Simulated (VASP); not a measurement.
Method: PBEsol GGA, VASP's PBE PAW potentials (set 64) (plane waves; VASP).

The input files of a VASP run:

File KPOINTS:
```
Automatic mesh
0
gamma
 12 12 3
```

### INCAR
```
SYSTEM=MoS2
PREC=Accurate; ENCUT=500; LREAL=F
LASPH=T
EDIFF=1E-6; NELM=100; ALGO=Normal
LMAXMIX=4
ISMEAR=1; SIGMA=0.1
GGA=PS
IBRION=2; NSW=40; ISIF=3
EDIFFG=-0.02; PSTRESS=450
LWAVE=F; LCHARG=F
```

**POSCAR**
```
MoS2
1.0
  1.4816593197  -2.5663073232   0.0000000000
  1.4816593197   2.5663073232   0.0000000000
  0.0000000000   0.0000000000  10.7562002355
Mo S
2 4
direct
  0.3333330000   0.6666670000   0.2500000000
  0.6666670000   0.3333330000   0.7500000000
  0.3333330000   0.6666670000   0.8966316595
  0.6666670000   0.3333330000   0.3966316595
  0.6666670000   0.3333330000   0.1033683405
  0.3333330000   0.6666670000   0.6033683405
```

POTCAR, in this order: Mo_sv S (PBE.64 set). Program: vasp_std.

Output

**OUTCAR**
```
 ion  position               nearest neighbor table
   1  0.333  0.667  0.250-   4 2.33   5 2.33   4 2.33   5 2.33   4 2.33   5 2.33
   2  0.667  0.333  0.750-   3 2.33   6 2.33   3 2.33   6 2.33   3 2.33   6 2.33
   3  0.333  0.667  0.897-   2 2.33   2 2.33   2 2.33
   4  0.667  0.333  0.397-   1 2.33   1 2.33   1 2.33
   5  0.667  0.333  0.103-   1 2.33   1 2.33   1 2.33
   6  0.333  0.667  0.603-   2 2.33   2 2.33   2 2.33
  LATTYP: Found a hexagonal cell.
 ALAT       =     2.9633169957
 C/A-ratio  =     3.6297838710
 Subroutine PRICEL returns:
 Original cell was already a primitive cell.
 Subroutine GETGRP returns: Found 24 space group operations
The static configuration has the point symmetry D_3d.
 The point group associated with its full space group is D_6h.
The dynamic configuration has the point symmetry D_3d.
 Subroutine INISYM returns: Found 24 space group operations
 Subroutine IBZKPT returns following result:
 Found     38 irreducible k-points:

 Following reciprocal coordinates:
            Coordinates               Weight
  0.000000  0.000000  0.000000      1.000000
  0.083333  0.000000  0.000000      6.000000
  0.166667  0.000000  0.000000      6.000000
  0.250000  0.000000  0.000000      6.000000
  0.333333 -0.000000  0.000000      6.000000
  0.416667 -0.000000  0.000000      6.000000
  0.500000  0.000000  0.000000      3.000000
  0.083333  0.083333  0.000000      6.000000
  0.166667  0.083333  0.000000     12.000000
  0.250000  0.083333  0.000000     12.000000
  0.333333  0.083333  0.000000     12.000000
  0.416667  0.083333  0.000000     12.000000
  0.166667  0.166667  0.000000      6.000000
  0.250000  0.166667  0.000000     12.000000
  0.333333  0.166667  0.000000     12.000000
  0.416667  0.166667  0.000000      6.000000
  0.250000  0.250000  0.000000      6.000000
  0.333333  0.250000  0.000000     12.000000
...
```

### OSZICAR
```
...
DAV:   4    -0.395401866851E+02    0.23621E+00   -0.10169E+00  2692   0.714E+00    0.594E+00
DAV:   5    -0.395083534407E+02    0.31833E-01   -0.11456E-01  2707   0.232E+00    0.327E+00
DAV:   6    -0.395043988542E+02    0.39546E-02   -0.46340E-02  2777   0.119E+00    0.342E-01
DAV:   7    -0.395040284852E+02    0.37037E-03   -0.96999E-03  2788   0.699E-01    0.151E-01
DAV:   8    -0.395038949932E+02    0.13349E-03   -0.70744E-04  2787   0.170E-01    0.951E-02
DAV:   9    -0.395039024690E+02   -0.74758E-05   -0.37488E-05  2757   0.391E-02    0.358E-02
DAV:  10    -0.395039002704E+02    0.21985E-05   -0.13684E-05  2819   0.234E-02    0.131E-02
DAV:  11    -0.395039003162E+02   -0.45756E-07   -0.57656E-07  1759   0.455E-03
   2 F= -.20546849E+02 E0= -.20546437E+02  d E =0.178916E+01
       N       E                     dE             d eps       ncg     rms          rms(c)
DAV:   1    -0.541901584296E+02   -0.14686E+02   -0.25877E+02  2482   0.141E+02    0.391E+01
DAV:   2    -0.474492976317E+02    0.67409E+01   -0.76066E+01  2650   0.590E+01    0.156E+01
DAV:   3    -0.448401870874E+02    0.26091E+01   -0.19427E+01  2590   0.210E+01    0.110E+01
DAV:   4    -0.445965334668E+02    0.24365E+00   -0.18332E+00  2498   0.866E+00    0.293E+00
DAV:   5    -0.445079660919E+02    0.88567E-01   -0.51001E-01  2646   0.420E+00    0.203E+00
DAV:   6    -0.445116286882E+02   -0.36626E-02   -0.45138E-02  2741   0.132E+00    0.524E-01
DAV:   7    -0.445129606596E+02   -0.13320E-02   -0.83015E-03  2622   0.492E-01    0.275E-01
DAV:   8    -0.445128368420E+02    0.12382E-03   -0.94452E-04  2783   0.182E-01    0.244E-01
DAV:   9    -0.445128285485E+02    0.82935E-05   -0.19827E-04  2679   0.668E-02    0.868E-02
DAV:  10    -0.445128274327E+02    0.11159E-05   -0.26788E-05  2895   0.291E-02    0.517E-02
DAV:  11    -0.445128288449E+02   -0.14122E-05   -0.34460E-06  2253   0.119E-02    0.227E-02
DAV:  12    -0.445128282597E+02    0.58519E-06   -0.11697E-06  1717   0.663E-03
   3 F= -.22516140E+02 E0= -.22516182E+02  d E =-.180129E+00
       N       E                     dE             d eps       ncg     rms          rms(c)
DAV:   1    -0.444629117341E+02    0.49917E-01   -0.67412E-02  2524   0.220E+00    0.804E-01
DAV:   2    -0.444609154081E+02    0.19963E-02   -0.12747E-02  2643   0.804E-01    0.197E-01
DAV:   3    -0.444605112110E+02    0.40420E-03   -0.27698E-03  2564   0.247E-01    0.104E-01
DAV:   4    -0.444604293549E+02    0.81856E-04   -0.40829E-04  2554   0.138E-01    0.401E-02
DAV:   5    -0.444604310557E+02   -0.17007E-05   -0.63016E-05  2917   0.474E-02    0.518E-02
DAV:   6    -0.444604360177E+02   -0.49621E-05   -0.26428E-05  2392   0.254E-02    0.136E-02
DAV:   7    -0.444604354427E+02    0.57506E-06   -0.42332E-06  2082   0.153E-02
   4 F= -.22516775E+02 E0= -.22516845E+02  d E =-.180764E+00
       N       E                     dE             d eps       ncg     rms          rms(c)
DAV:   1    -0.442799817491E+02    0.18045E+00   -0.94391E+00  2475   0.200E+01    0.322E+00
DAV:   2    -0.441836258393E+02    0.96356E-01   -0.64411E-01  2608   0.551E+00    0.184E+00
DAV:   3    -0.441655679144E+02    0.18058E-01   -0.40701E-02  2840   0.112E+00    0.115E+00
DAV:   4    -0.441602719909E+02    0.52959E-02   -0.18224E-02  2587   0.905E-01    0.996E-01
DAV:   5    -0.441593100748E+02    0.96192E-03   -0.63935E-03  2927   0.396E-01    0.135E-01
DAV:   6    -0.441592562742E+02    0.53801E-04   -0.11434E-03  2873   0.231E-01    0.646E-02
DAV:   7    -0.441592425449E+02    0.13729E-04   -0.11319E-04  2885   0.622E-02    0.178E-02
DAV:   8    -0.441592437066E+02   -0.11617E-05   -0.70712E-06  2447   0.148E-02    0.106E-02
DAV:   9    -0.441592433147E+02    0.39189E-06   -0.32329E-07  1703   0.336E-03
   5 F= -.22581206E+02 E0= -.22581336E+02  d E =-.644315E-01
       N       E                     dE             d eps       ncg     rms          rms(c)
DAV:   1    -0.441642761773E+02   -0.50325E-02   -0.18071E-03  2517   0.278E-01    0.444E-02
DAV:   2    -0.441642596514E+02    0.16526E-04   -0.12535E-04  2658   0.767E-02    0.270E-02
DAV:   3    -0.441642562196E+02    0.34317E-05   -0.75480E-06  2519   0.152E-02    0.162E-02
DAV:   4    -0.441642549305E+02    0.12891E-05   -0.37670E-06  2090   0.132E-02    0.137E-02
DAV:   5    -0.441642542187E+02    0.71184E-06   -0.10822E-06  1431   0.632E-03
   6 F= -.22581222E+02 E0= -.22581369E+02  d E =-.644469E-01
       N       E                     dE             d eps       ncg     rms          rms(c)
DAV:   1    -0.441499461806E+02    0.14309E-01   -0.14960E+00  2416   0.822E+00    0.128E+00
DAV:   2    -0.441308838967E+02    0.19062E-01   -0.20539E-01  2786   0.270E+00    0.104E+00
DAV:   3    -0.441246725075E+02    0.62114E-02   -0.20059E-02  2740   0.852E-01    0.319E-01
DAV:   4    -0.441229580193E+02    0.17145E-02   -0.74623E-03  2904   0.487E-01    0.190E-01
DAV:   5    -0.441228878944E+02    0.70125E-04   -0.30400E-04  2832   0.108E-01    0.109E-01
DAV:   6    -0.441228722854E+02    0.15609E-04   -0.13971E-04  2999   0.676E-02    0.378E-02
DAV:   7    -0.441228705908E+02    0.16946E-05   -0.14109E-05  2857   0.227E-02    0.214E-02
DAV:   8    -0.441228707587E+02   -0.16796E-06   -0.11658E-06  1528   0.706E-03
   7 F= -.22588230E+02 E0= -.22587972E+02  d E =-.700835E-02
       N       E                     dE             d eps       ncg     rms          rms(c)
DAV:   1    -0.441189911432E+02    0.38794E-02   -0.10519E-02  2464   0.691E-01    0.106E-01
DAV:   2    -0.441188565265E+02    0.13462E-03   -0.14259E-03  2778   0.227E-01    0.863E-02
DAV:   3    -0.441188143249E+02    0.42202E-04   -0.13318E-04  2753   0.697E-02    0.275E-02
DAV:   4    -0.441188016204E+02    0.12704E-04   -0.54604E-05  2875   0.417E-02    0.168E-02
DAV:   5    -0.441188013002E+02    0.32025E-06   -0.19091E-06  1961   0.877E-03
   8 F= -.22588272E+02 E0= -.22587991E+02  d E =-.705035E-02
       N       E                     dE             d eps       ncg     rms          rms(c)
DAV:   1    -0.441177443378E+02    0.10573E-02   -0.70385E-04  2426   0.178E-01    0.265E-02
DAV:   2    -0.441177352153E+02    0.91225E-05   -0.91665E-05  2810   0.574E-02    0.234E-02
DAV:   3    -0.441177324588E+02    0.27565E-05   -0.80495E-06  2458   0.173E-02    0.833E-03
DAV:   4    -0.441177314315E+02    0.10273E-05   -0.41718E-06  2196   0.120E-02    0.496E-03
DAV:   5    -0.441177314507E+02   -0.19143E-07   -0.20486E-07  1311   0.336E-03
   9 F= -.22588269E+02 E0= -.22587982E+02  d E =-.704751E-02
       N       E                     dE             d eps       ncg     rms          rms(c)
DAV:   1    -0.441285143121E+02   -0.10783E-01   -0.14051E-02  2405   0.739E-01    0.280E-01
DAV:   2    -0.441284870615E+02    0.27251E-04   -0.13710E-03  2807   0.214E-01    0.773E-02
DAV:   3    -0.441284711623E+02    0.15899E-04   -0.53780E-04  2584   0.110E-01    0.836E-02
DAV:   4    -0.441284487462E+02    0.22416E-04   -0.64865E-05  2675   0.498E-02    0.338E-02
DAV:   5    -0.441284439866E+02    0.47596E-05   -0.32935E-05  2797   0.318E-02    0.845E-03
DAV:   6    -0.441284434649E+02    0.52161E-06   -0.15325E-06  1693   0.828E-03
  10 F= -.22588240E+02 E0= -.22587934E+02  d E =0.292685E-04
       N       E                     dE             d eps       ncg     rms          rms(c)
DAV:   1    -0.441224856311E+02    0.59584E-02   -0.44289E-03  2405   0.416E-01    0.161E-01
DAV:   2    -0.441224768936E+02    0.87375E-05   -0.44844E-04  2787   0.122E-01    0.443E-02
DAV:   3    -0.441224725193E+02    0.43743E-05   -0.17911E-04  2577   0.638E-02    0.471E-02
DAV:   4    -0.441224654621E+02    0.70573E-05   -0.21652E-05  2710   0.288E-02    0.188E-02
DAV:   5    -0.441224649507E+02    0.51132E-06   -0.10393E-05  2459   0.180E-02    0.442E-03
DAV:   6    -0.441224652061E+02   -0.25532E-06   -0.50738E-07  1346   0.518E-03
  11 F= -.22588311E+02 E0= -.22588015E+02  d E =-.416815E-04
```

**OUTCAR**
```
------------------------ aborting loop because EDIFF is reached ----------------------------------------
  FORCE on cell =-STRESS in cart. coord.  units (eV):
  Direction    XX          YY          ZZ          XY          YZ          ZX
  --------------------------------------------------------------------------------------
  Total       21.4497276     21.4496594     21.5199943     -0.0000000      0.0000000      0.0000000
  in kB      448.2357300    448.2343045    449.7040944     -0.0000000      0.0000000      0.0000000
  external PRESSURE =      -1.2752904 kB  Pullay stress =     450.0000000 kB
  volume of cell :       76.67
      direct lattice vectors                 reciprocal lattice vectors
     1.450601178 -2.512510947  0.000000000     0.344684678 -0.199004108 -0.000000000
     1.450601178  2.512510947 -0.000000000     0.344684678  0.199004108 -0.000000000
     0.000000000 -0.000000000 10.518163272    -0.000000000  0.000000000  0.095073633
 POSITION                                       TOTAL-FORCE (eV/Angst)
 -----------------------------------------------------------------------------------
      1.45060      0.83751      2.62954         0.000000     -0.000000      0.000000
      1.45060     -0.83751      7.88862        -0.000000      0.000000      0.000000
      1.45060      0.83751      9.47348         0.000000     -0.000000      0.003275
      1.45060     -0.83751      4.21440        -0.000000      0.000000      0.003275
      1.45060     -0.83751      1.04468         0.000000      0.000000     -0.003275
      1.45060      0.83751      6.30376         0.000000     -0.000000     -0.003275
 -----------------------------------------------------------------------------------
    total drift:                                0.000000      0.001403     -0.000031
  FREE ENERGIE OF THE ION-ELECTRON SYSTEM (eV)
  ---------------------------------------------------
  free  energy   TOTEN  =       -44.1224652061 eV

  energy  without entropy=      -44.1215773027  energy(sigma->0) =      -44.12216924
  enthalpy is  TOTEN    =       -22.5883107647 eV   P V=       21.5341544414

 reached required accuracy - stopping structural energy minimisation
```
(Selected blocks of OUTCAR.)

File CONTCAR:
```
MoS2
   1.00000000000000
     1.4506011780016363   -2.5125109465526450    0.0000000000000000
     1.4506011780016363    2.5125109465526450   -0.0000000000000000
     0.0000000000000000   -0.0000000000000000   10.5181632722019565
  Mo              S
     2     4
Direct
     0.3333330000000032    0.6666669999999968    0.2500000000000000
     0.6666669999999968    0.3333330000000032    0.7500000000000000
     0.3333330000000032    0.6666669999999968    0.9006784478764176
     0.6666669999999968    0.3333330000000032    0.4006784478764176
     0.6666669999999968    0.3333330000000032    0.0993215521235824
     0.3333330000000032    0.6666669999999968    0.5993215521235824
```

Energy and stress use the plane-wave basis of the starting cell. Without a dispersion term in the relaxation, distances and binding between the weakly bound layers, chains or molecules are unreliable, and so is what depends on them.

The compound is MoS2 in the 2H layered structure. This run relaxes it under an external pressure of 45 GPa. Symmetry was kept, so distortions that lower it aren't found.
